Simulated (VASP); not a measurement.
Method: PBEsol GGA, VASP's PBE PAW potentials (set 64) (plane waves; VASP).

VASP ran on this input.

INCAR:
```
! general
SYSTEM  = DyScO3
PREC    = Accurate
ENCUT   = 520   ! plane-wave cut-off (eV)
LREAL   = .FALSE.   ! projection in real space or not
LASPH   = .TRUE.   ! aspherical one-centre terms

! electronic loop
EDIFF   = 1E-7   ! SCF stop (eV)
NELM    = 100   ! most electronic steps
ALGO    = Normal
LMAXMIX = 6

! smearing
ISMEAR  = -5   ! tetrahedra, Bloechl

! functional
GGA     = PS   ! PBEsol

! ions
ISIF    = 2

! output
LWAVE   = .FALSE.
LCHARG  = .TRUE.
LORBIT  = 11
NEDOS   = 601

! other
LEFG    = .TRUE.
```

### POSCAR
```
DyScO3
5.8147710
  0.4749297418   0.2742008722   0.8362150800
 -0.4749297370   0.2742008805   0.8362150800
 -0.0000000048  -0.5484015843   0.8362150818
Dy O Sc
2 6 2
Cart
  0.0000000000   0.0000000611   0.9098670632
  0.0000000000   0.0000001074   1.5987781785
 -0.1545903539  -0.3153645998   1.4565966673
  0.3504090092   0.0238032694   1.4565966666
 -0.1958186553   0.2915616238   1.4565966660
  0.1545903539   0.3153647682   1.0520485744
 -0.3504090092  -0.0238031009   1.0520485752
  0.1958186553  -0.2915614554   1.0520485758
 -0.0000000000   0.0000000248   0.3697184020
 -0.0000000000   0.0000001436   2.1389268398
```

**KPOINTS**
```
Automatic mesh
0
Gamma
6 6 6
0 0 0
```

POTCAR, in this order: Dy_3 O Sc_sv (PBE.64 set). Program: vasp_std.

The 4f electrons are frozen in the core of the lanthanide potential, so 4f levels, which can set the real gap, and their magnetism are missing.

Problem. What does the run give for the energy per atom (σ→0)?

Solution. 
```
Quantity                       Result
---------------------  --------------
energy per atom (σ→0)  -9.029 eV/atom
```

OSZICAR:
```
...
DAV:  11    -0.902868502741E+02    0.10579E-02   -0.87505E-03  5616   0.527E-01    0.149E-01
DAV:  12    -0.902869299127E+02   -0.79639E-04   -0.12448E-03  5960   0.197E-01    0.666E-02
DAV:  13    -0.902869338028E+02   -0.38901E-05   -0.23322E-04  5328   0.142E-01    0.384E-02
DAV:  14    -0.902869358709E+02   -0.20681E-05   -0.42347E-05  5536   0.617E-02    0.146E-02
DAV:  15    -0.902869353961E+02    0.47483E-06   -0.67531E-06  5296   0.160E-02    0.280E-03
DAV:  16    -0.902869355554E+02   -0.15936E-06   -0.10705E-06  4864   0.636E-03    0.204E-03
DAV:  17    -0.902869356286E+02   -0.73170E-07   -0.13713E-07  3320   0.418E-03
   1 F= -.90286936E+02 E0= -.90286936E+02  d E =0.000000E+00
```

The structure was generated: DyScO3 was put into the ilmenite type (R-3), which need not be its known phase. It was relaxed first.
